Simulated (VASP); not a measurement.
Energy against volume of AgCl (rock salt). All values below come from RPBE GGA, VASP's PBE PAW potentials (set 64) (plane waves; VASP 6.6.1). Settings: 520 eV cut-off, 8×8×8 Γ-centred mesh, Gaussian smearing of 0.050 eV, potentials Ag Cl.

```tsv
V (Å³/atom)	E (eV/atom)
22.471	-2.35790
23.189	-2.36517
23.906	-2.36757
24.623	-2.36592
```

Problem. Fit these four points and predict the energy of the run at 25.340 Å³/atom.

Solution. A cubic in V^(−2/3), the third-order Birch-Murnaghan form, passes through the four points with V0 = 23.95 Å³/atom and B0 = 30 GPa, and gives -2.3609 eV/atom there. The run gave -2.3610 eV/atom, -0.1 meV/atom from the fit; all five points give B0 = 30 GPa.

The compound is AgCl in the rock salt structure. It was relaxed first, which changed the volume by +12 %.
